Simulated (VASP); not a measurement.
Level of theory: r2SCAN meta-GGA, VASP's PBE PAW potentials (set 64) (plane waves; VASP).

VASP ran on this input.

**INCAR**
```
ALGO  =  Normal
EDIFF  =  1E-7
ENCUT  =  400
ISIF  =  2
ISMEAR  =  -5
LASPH  =  .True.
LCHARG  =  .False.
LEFG  =  .True.
LMAXMIX  =  4
LMIXTAU  =  .True.
LORBIT  =  11
LREAL  =  .False.
LWAVE  =  .False.
METAGGA  =  R2SCAN
NEDOS  =  601
NELM  =  100
PREC  =  Accurate
SYSTEM  =  Se
```

### POSCAR
```
Se
4.9922230
  0.9010486360   0.0000000000   0.0000000000
 -0.4505243180   0.7803310394   0.0000000000
  0.0000000000   0.0000000000   1.0000000431
Se
3
Cartesian
  0.1960004324   0.0000000000   0.1666670072
 -0.0980002163   0.1697413604   0.8333330359
  0.3525241018   0.6105896790   0.5000000215
```

KPOINTS:
```
Automatic mesh
0
Gamma
7 7 5
0 0 0
```

File KPOINTS_OPT:
```
k-points along high-symmetry lines
6
Line-mode
Reciprocal
  0.000000   0.000000   0.000000 ! GAMMA
  0.500000   0.000000   0.000000 ! M

  0.500000   0.000000   0.000000 ! M
  0.333333   0.333333   0.000000 ! K

  0.333333   0.333333   0.000000 ! K
  0.000000   0.000000   0.000000 ! GAMMA

  0.000000   0.000000   0.000000 ! GAMMA
  0.000000   0.000000   0.500000 ! A

  0.000000   0.000000   0.500000 ! A
  0.500000   0.000000   0.500000 ! L

  0.500000   0.000000   0.500000 ! L
  0.333333   0.333333   0.500000 ! H

  0.333333   0.333333   0.500000 ! H
  0.000000   0.000000   0.500000 ! A

  0.500000   0.000000   0.500000 ! L
  0.500000   0.000000   0.000000 ! M

  0.333333   0.333333   0.500000 ! H
  0.333333   0.333333   0.000000 ! K
```

POTCAR, in this order: Se (PBE.64 set). Program: vasp_std.

Q: Estimate the energy per atom (σ→0), band gap (over mesh and band path).

A: 
| Property | Result |
|---|---|
| energy per atom (σ→0) | -14.308 eV/atom |
| band gap (over mesh and band path) | 1.31 eV |

**OSZICAR**
```
...
DAV:  18    -0.429243111498E+02    0.58461E-05   -0.10428E-06   872   0.116E-02    0.889E-04
DAV:  19    -0.429243126365E+02   -0.14867E-05   -0.34146E-07   887   0.618E-03    0.103E-04
DAV:  20    -0.429243121225E+02    0.51401E-06   -0.23808E-08   641   0.163E-03    0.991E-05
DAV:  21    -0.429243123673E+02   -0.24473E-06   -0.22333E-09   431   0.541E-04    0.432E-05
DAV:  22    -0.429243123303E+02    0.36994E-07   -0.15258E-09   431   0.455E-04
   1 F= -.42924312E+02 E0= -.42924312E+02  d E =0.000000E+00
       N       E                     dE             ncg
       N       E                     dE             ncg
```

The structure comes from a measured Se entry (P3_221) of the Crystallography Open Database, whose conditions weren't checked. It was relaxed first, which changed the volume by +8 %.
